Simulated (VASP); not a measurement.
Consider the following.

```
CELL_PARAMETERS angstrom
     -1.35751     1.35751     1.35751
      1.35751    -1.35751     1.35751
      1.35751     1.35751    -1.35751
ATOMIC_POSITIONS crystal
  Ni 0.00000 0.00000 0.00000
```

Calculation: LDA (Ceperley-Alder, Perdew-Zunger), VASP's LDA PAW potentials (set 64) (plane waves; VASP). Run with 400 eV cut-off, 21×21×21 Γ-centred mesh, tetrahedra with Blöchl corrections, potentials Ni.

Problem. Predict the energy per atom (σ→0), band gap (on the k-mesh) with the smallest direct gap where there is one.

Solution. 
```json
{
 "band gap (on the k-mesh)": "none (metal, semimetal or under 0.01 eV)",
 "energy per atom (σ→0)": "-6.482 eV/atom"
}
```

The structure comes from a computed database's Ni entry (Im-3m); how it stands against other phases isn't given here. It was relaxed first, which changed the volume by -6 %. The run is not spin-polarised, so no magnetic state was tried.
